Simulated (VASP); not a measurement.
Data:

```
KI
1.0
    0.00000     3.51012     3.51012
    3.51012     0.00000     3.51012
    3.51012     3.51012     0.00000
K I
1 1
Direct
  0.00000   0.00000   0.00000
  0.50000   0.50000   0.50000
```

Level of theory: PBEsol GGA, VASP's PBE PAW potentials (set 64) (plane waves; VASP). Numerical set-up: 400 eV cut-off, Gaussian smearing of 0.050 eV, potentials K_sv I.

Unless said otherwise, spin-orbit coupling is left out, though it shifts the bands of the heavy elements here.

Task: Give the energies of bands 6 to 11 at the high-symmetry points, in eV from the valence-band maximum.

Result: 
| band | Γ | X | U | L | W |
|---|---|---|---|---|---|
| 6 | 0.00 | -1.05 | -0.90 | -1.40 | -0.77 |
| 7 | 0.00 | -0.39 | -0.80 | -0.36 | -0.77 |
| 8 | 0.00 | -0.39 | -0.40 | -0.36 | -0.64 |
| 9 | 3.85 | 4.79 | 5.49 | 5.40 | 6.37 |
| 10 | 6.42 | 5.71 | 6.61 | 7.66 | 6.37 |
| 11 | 6.42 | 8.09 | 7.55 | 8.10 | 6.61 |

The gap is direct, 3.86 eV, from the valence maximum at Γ to the conduction minimum at Γ.

Measured: gap 6.10 eV (computed value off by -2.24 eV), as given by Aguado et al., (1998), arXiv:cond-mat/9809176.

The compound is KI in the rock salt structure. It was relaxed first.
